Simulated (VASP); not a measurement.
Input:

```xyz
4
Lattice="3.5278 0.0000 0.0000 -1.7639 3.0551 0.0000 0.0000 0.0000 5.8112" Properties=species:S:1:pos:R:3 pbc="T T T"
Nd     1.7639     1.0184     1.4528
Nd     0.0000     2.0368     4.3584
O      0.0000     0.0000     2.9056
O      0.0000     0.0000     5.8112
```

Method: PBEsol GGA, VASP's PBE PAW potentials (set 64) (plane waves; VASP). Numerical set-up: 520 eV cut-off, 11×11×6 Γ-centred mesh, tetrahedra with Blöchl corrections, potentials Nd_3 O.

The 4f electrons are frozen in the core of the lanthanide potential, so 4f levels, which can set the real gap, and their magnetism are missing.

Question: The job: NdO (space group P6_3/mmc), 4 atoms, PBEsol, static run, 520 eV, 11×11×6 Γ-centred mesh. Roughly how much core time does it take on a busy server core?

Answer: About 60 core-seconds (one run on a shared machine, a rough figure). It had 64 irreducible k-points, 21 bands, up to 1713 plane waves and 17 electronic steps.

The structure comes from a computed database's NdO entry (P6_3/mmc); how it stands against other phases isn't given here. It was relaxed first.
